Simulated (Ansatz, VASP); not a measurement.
## RbIr3 in VASP and in Ansatz

```
Rb Ir
1.0
     4.15615    0.00000    0.00000
     0.00000    4.15615    0.00000
     0.00000    0.00000    4.15615
Rb Ir
1 3
Direct
  0.00000 0.00000 0.00000
  0.50000 0.00000 0.50000
  0.00000 0.50000 0.50000
  0.50000 0.50000 0.00000
```

Change from the starting cell: species swapped into the LaIn3 type (Pm-3m, No. 221).

Alike in both runs: functional PBE; k mesh 4 × 4 × 4; occupations gaussian, width 0.1 eV; no spin polarisation.

Ansatz relaxed the structure, and its values are those at the end. VASP's run is a single point on that final structure, the one shown.

|  | VASP | Ansatz |
| --- | --- | --- |
| version | VASP 6.6.1 | Ansatz 0.2.0 |
| potentials or method | VASP PAW PBE potentials, release 64 (Rb_sv, Ir) | scalar-relativistic, plane waves, PAW |
| plane-wave cutoff (eV) | 520 | 420 |
| valence electrons in the cell | 36 | 60 |

```csv
,VASP,Ansatz,Ansatz less VASP
gap on the k mesh at the Fermi level (eV),none,none,-
pressure (GPa),0.5,-0.2,-0.68
```

A gap of «none» marks a metal or a gap that the smearing closes. The two sets of potentials don't hold the same shells in valence.

Caveats: the k mesh is coarse (spacing up to 0.38 Å⁻¹), so the values aren't converged. The runs have no spin-orbit coupling, so splittings on Ir are missing.
